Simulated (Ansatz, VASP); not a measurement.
# TiSeS: VASP beside Ansatz, part 2 of 2

Wanted: the spread between two codes on one cell, functional and k mesh. The cell is taken from a series of runs on this material, whose earlier steps may have relaxed, scaled, displaced or heated it; both programs get it as it stands.

VASP 6.6.1 and Ansatz 0.2.0.

So far. Step 2 (VASP: single point, LDA, pair 1): The run ends at a pressure of -2.93 GPa, with forces up to 1.8 eV/Å.

**6. VASP: single point, LDA, pair 2**

Level of this step: LDA, no spin polarisation; plane waves and PAW (Ti_sv, S, Se) (VASP).

The same cell, functional (in two slightly different forms), mesh and smearing now go to VASP, with its own data sets.

File INCAR:

```
SYSTEM = TiSeS
PREC = Accurate
ENCUT = 400
EDIFF = 1E-06
NELM = 120
ISMEAR = 1
SIGMA = 0.15
LREAL = .FALSE.
ALGO = Normal
GGA = PW92
NBANDS = 30
LASPH = .TRUE.
LORBIT = 11
LWAVE = .FALSE.
LCHARG = .FALSE.
ISIF = 2
LDIPOL = .TRUE.
IDIPOL = 3
DIPOL = 0.5 0.5 0.332
LVHAR = .TRUE.
GGA_COMPAT = .FALSE.
NELMDL = -8
KPAR = 2
```

File POSCAR:

```
TiSeS
1.0
    3.3719743376      0.0000000000      0.0000000000
   -0.0000000001      5.8404308746      0.0000000000
    0.0000000000      0.0000000000     30.0000000000
Ti S Se
2 2 2
Direct
    0.0000000000      0.0000000000      0.3353054908
    0.5000000000      0.5000000000      0.3353054908
    0.0000000000      0.3333333333      0.3799585079
    0.5000000000      0.8333333333      0.3799585079
    0.5000000000      0.1666666667      0.2814026680
    0.0000000000      0.6666666667      0.2814026680
```

File KPOINTS:

```
Automatic mesh
0
Gamma
10 6 1
0 0 0
```

PAW data sets: Ti_sv, S and Se (LDA family, release 64).

On the command line:

```sh
> mpirun -np 2 vasp_std
```

Numbers of over 12 decimals in the logs are rounded to 6 here.

Log:

```text
[banner, memory and clock lines left out]
running    2 mpi-ranks, on    1 nodes
[...]
[... a notice as in an earlier step ...]

 LDA part: xc-table for (Slater(with rela. corr.)+PW92), standard interpolation
 POSCAR, INCAR and KPOINTS ok, starting setup
[...]
entering main loop
       N       E                     dE             d eps       ncg     rms          rms(c)
DAV:   1     0.392341317367E+03    0.39234E+03   -0.18602E+04  1824   0.100E+03
DAV:   2     0.155540035647E+02   -0.37679E+03   -0.36804E+03  1986   0.291E+02
DAV:   3    -0.422940369358E+02   -0.57848E+02   -0.57057E+02  2126   0.108E+02
DAV:   4    -0.477408623382E+02   -0.54468E+01   -0.54279E+01  2122   0.312E+01
[...]
DAV:  28    -0.420020128185E+02   -0.36960E-05   -0.11438E-07   810   0.115E-03    0.344E-04
DAV:  29    -0.420020142998E+02   -0.14813E-05   -0.54592E-08   720   0.831E-04    0.445E-04
DAV:  30    -0.420020152293E+02   -0.92949E-06   -0.24400E-08   720   0.608E-04
   1 F= -.42002015E+02 E0= -.42001726E+02  d E =-.868359E-03
```

Parts of OUTCAR (step 6):

```text
  Total       -0.0259840      0.1073370     -0.1456885     -0.0000000     -0.0608895      0.0000000
  in kB       -0.0704638      0.2910781     -0.3950805     -0.0000000     -0.1651212      0.0000000
  external PRESSURE =      -0.0581554 kB  Pullay stress =       0.0000000 kB

 POSITION                                       TOTAL-FORCE (eV/Angst)
 -----------------------------------------------------------------------------------
      0.00000      0.00000     10.05916        -0.000000      0.009040      0.009556
      1.68599      2.92022     10.05916        -0.000000      0.009040      0.009556
     -0.00000      1.94681     11.39876         0.000000     -0.015255      0.002194
      1.68599      4.86703     11.39876         0.000000     -0.015255      0.002194
      1.68599      0.97341      8.44208        -0.000000      0.006215     -0.011750
     -0.00000      3.89362      8.44208        -0.000000      0.006215     -0.011750
 -----------------------------------------------------------------------------------
    total drift:                               -0.000000     -0.001114      0.001229

  FREE ENERGIE OF THE ION-ELECTRON SYSTEM (eV)
  ---------------------------------------------------
  free  energy   TOTEN  =       -42.0020152293 eV

  energy  without entropy=      -42.0011468706  energy(sigma->0) =      -42.00172578

[... 3 further parts left out ...]
[key lines of the parts left out:]
E-fermi :  -3.4309
```

The run ends at a pressure of -0.01 GPa, with forces up to 0.015 eV/Å.

**7. Side by side**

What differs besides the data sets and the points named for the pairs above, as far as they apply: the data sets hold 68 valence electrons in Ansatz (on its default PAW (the set named soft_2) files) and 48 in VASP. Total energies have different zeros and are not compared.

At this near-relaxed geometry the largest component of a force difference is 34 meV/Å. With vacuum in the cell, a pressure given here is an average over mostly empty space and none of the material.

**8. Further runs**

Further runs change the set-up of one program: Ansatz's method, potentials or start, or VASP's data sets, cutoff or form of LDA. The table gives that difference for each run.

| run | r.m.s. force difference (meV/Å) |
| --- | --- |
| as above | 14 |
| VASP with the data sets Ti, S and Se_sv_GW and a cutoff of 620 eV | 26 |

**9. VASP: single point, LDA, pair 3**

With cell and atoms fixed, the geometry can't cause a difference; cores, projectors, grids and the points listed under the comparison can.

INCAR is that of step 6.

File POSCAR:

```
TiSeS
1.0
    3.3719743376      0.0000000000      0.0000000000
   -0.0000000001      5.8404308746      0.0000000000
    0.0000000000      0.0000000000     30.0000000000
Ti S Se
2 2 2
Direct
    0.0237249730      0.0000000000      0.3353054908
    0.4762750270      0.5000000000      0.3353054908
    0.0045415911      0.3333333333      0.3799585079
    0.4954584089      0.8333333333      0.3799585079
    0.4873331638      0.1666666667      0.2814026680
    0.0126668362      0.6666666667      0.2814026680
```

KPOINTS is that of step 6.

On the command line:

```sh
> mpirun -np 2 vasp_std
```

Log:

```text
[... set-up lines as in an earlier step ...]
 entering main loop
       N       E                     dE             d eps       ncg     rms          rms(c)
DAV:   1     0.398013372931E+03    0.39801E+03   -0.18551E+04  1808   0.100E+03
DAV:   2     0.164332438899E+02   -0.38158E+03   -0.37282E+03  1982   0.292E+02
DAV:   3    -0.420044479848E+02   -0.58438E+02   -0.57698E+02  2128   0.109E+02
DAV:   4    -0.476266250583E+02   -0.56222E+01   -0.56012E+01  2104   0.320E+01
[...]
DAV:  29    -0.419848598503E+02   -0.14791E-05   -0.49398E-08   720   0.896E-04    0.332E-04
DAV:  30    -0.419848613213E+02   -0.14711E-05   -0.35358E-08   750   0.723E-04    0.131E-04
DAV:  31    -0.419848618098E+02   -0.48851E-06   -0.10953E-08   720   0.377E-04
   1 F= -.41984862E+02 E0= -.41985948E+02  d E =0.325902E-02
```

Parts of OUTCAR (step 9):

```text
  Total        0.0328076      0.5879583      0.3221912     -0.0000000     -0.3368849      0.0000000
  in kB        0.0889683      1.5944345      0.8737232     -0.0000000     -0.9135698      0.0000000
  external PRESSURE =       0.8523753 kB  Pullay stress =       0.0000000 kB

 POSITION                                       TOTAL-FORCE (eV/Angst)
 -----------------------------------------------------------------------------------
      0.08000      0.00000     10.05916        -0.281306      0.040773     -0.026821
      1.60599      2.92022     10.05916         0.281306      0.040773     -0.026821
      0.01531      1.94681     11.39876        -0.159838     -0.079277      0.101416
      1.67067      4.86703     11.39876         0.159838     -0.079277      0.101416
      1.64327      0.97341      8.44208         0.140600      0.038504     -0.074594
      0.04271      3.89362      8.44208        -0.140600      0.038504     -0.074594
 -----------------------------------------------------------------------------------
    total drift:                               -0.000000     -0.001011      0.001267

  FREE ENERGIE OF THE ION-ELECTRON SYSTEM (eV)
  ---------------------------------------------------
  free  energy   TOTEN  =       -41.9848618098 eV

  energy  without entropy=      -41.9881208292  energy(sigma->0) =      -41.98594815

[... 2 parts as in an earlier step ...]

[... 1 further part left out ...]
[key lines of the parts left out:]
E-fermi :  -3.4315
```

The run ends at a pressure of 0.09 GPa, with forces up to 0.29 eV/Å.

**10. Ansatz: single point, LDA, pair 3**

The same cell, functional (in two slightly different forms), mesh and smearing now go to Ansatz, which takes its cutoff from its data sets.

The cell is taken from a series of runs on this material, whose earlier steps may have relaxed, scaled, displaced or heated it; both programs get it as it stands.

File input.yaml:

```yaml
crystal:
  lattice:
    - [3.3719743376, 0.0, 0.0]
    - [-1.0e-10, 5.8404308746, 0.0]
    - [0.0, 0.0, 30.0]
  atoms:
    - { symbol: Ti, position: [0.023724973, 0.0, 0.3353054908] }
    - { symbol: Ti, position: [0.476275027, 0.5, 0.3353054908] }
    - { symbol: S, position: [0.0045415911, 0.3333333333, 0.3799585079] }
    - { symbol: S, position: [0.4954584089, 0.8333333333, 0.3799585079] }
    - { symbol: Se, position: [0.4873331638, 0.1666666667, 0.281402668] }
    - { symbol: Se, position: [0.0126668362, 0.6666666667, 0.281402668] }
  periodic: [true, true, false]
kpoints:
  mp_grid: { grid: [10, 6, 1] }
hamiltonian:
  xc: lda
scf:
  occupations: { method: methfessel_paxton, width: 0.15 }
output:
  forces: true
  stress: true
  eigenvalues: true
```

On the command line:

```sh
> ansatz run input.yaml --threads 8 --pin off --max-ram 14336MiB --backend cpu --events-out ev --progress --plain --runs-dir out
```

Log:

```text
[...]
Crystal: 6 atoms, lattice volume = 590.813 Å³
Basis set: ecut = 420 eV, 11609 PW (Γ)
Bands: 41, of which v1, the nominal top of the filled ones, is band 34 counted from 1 (33 counted from 0)
Symmetry: 2 space group operations
[...]
k-points: 24 of 60 (time reversal used)
[...]
k-point 0: bands = [... 30 lower, -7.3461, -6.6652, -5.8371, -5.1184, -5.0496, -5.0272, -4.7929, -4.5913, ... 3 higher]
  k-point 1: bands = [... 30 lower, -7.1091, -6.6560, -5.9530, -5.9215, -5.3635, -4.8216, -4.4538, -4.3726, ... 3 higher]
  k-point 2: bands = [... 30 lower, -7.1966, -6.7924, -6.5811, -6.2256, -5.3787, -4.9487, -4.1765, -4.1469, ... 3 higher]
  k-point 23: bands = [... 30 lower, -7.6436, -7.6436, -6.6338, -6.6338, -5.6571, -5.6571, -3.9699, -3.9699, ... 3 higher]
[key lines of the parts left out:]
SCF converged after 9 iterations
Free energy (F): -17413.445360 eV
Fermi energy:    -5.626505 eV
P = ½ c Tr σ = 0.3069 N/m
```

**11. Side by side**

What differs besides the data sets and the points named for the pairs above, as far as they apply: the data sets hold 68 valence electrons in Ansatz (on its default PAW (the set named soft_2) files) and 48 in VASP. Total energies have different zeros and are not compared.

Forces (eV/Å; atoms numbered as in POSCAR):

| atom | Ansatz x, y, z | VASP x, y, z |
| --- | --- | --- |
| Ti1 | -0.273, 0.041, -0.042 | -0.281, 0.041, -0.027 |
| Ti2 | 0.273, 0.041, -0.042 | 0.281, 0.041, -0.027 |
| S3 | -0.158, -0.079, 0.083 | -0.160, -0.079, 0.101 |
| S4 | 0.158, -0.079, 0.083 | 0.160, -0.079, 0.101 |
| Se5 | 0.135, 0.038, -0.040 | 0.141, 0.039, -0.075 |
| Se6 | -0.135, 0.038, -0.040 | -0.141, 0.039, -0.075 |

The forces differ by 14 meV/Å r.m.s., which is 11.1 % of the r.m.s. force of 0.129 eV/Å (both taken over all components). With vacuum in the cell, a pressure given here is an average over mostly empty space and none of the material.

**12. Summary of results**

```yaml
r_m_s_force_difference_single_point_lda_pair_1: 1.6 % of the r.m.s. force
r_m_s_force_difference_single_point_lda_pair_2: 14 meV/Å
r_m_s_force_difference_single_point_lda_pair_3: 14 meV/Å
```

In words: The r.m.s. force difference is 14 meV/Å (single point, LDA, pair 3), beyond the 12 meV/Å picked in this series as the mark of a large difference. The data sets hold unlike numbers of valence electrons (34 in Ansatz and 24 in VASP and 68 in Ansatz and 48 in VASP), so part of the differences comes from the potentials. Single point, LDA, pair 2, VASP with the data sets Ti, S and Se_sv_GW and a cutoff of 620 eV: r.m.s. force difference goes from 14 to 26 meV/Å. What causes the difference of the single point, LDA, pair 3 pair stays open here. 2 further runs of this series are not shown here. Such differences can come from data sets, numerical settings and the points named under the comparisons, not from the functional's error against experiment.

[Lines on the potential files, build, host, timing and source positions are cut from VASP's logs without a mark.]

[Logs are printed without paths, hosts, clocks, repeated set-up lines and the standing remarks that a program may print on its own settings, such as how far it seeks lower states.]

[Hosts, paths, dates, database ids (printed as entryN), source tags and the programs' standing remarks are cut or masked in the printed files.]
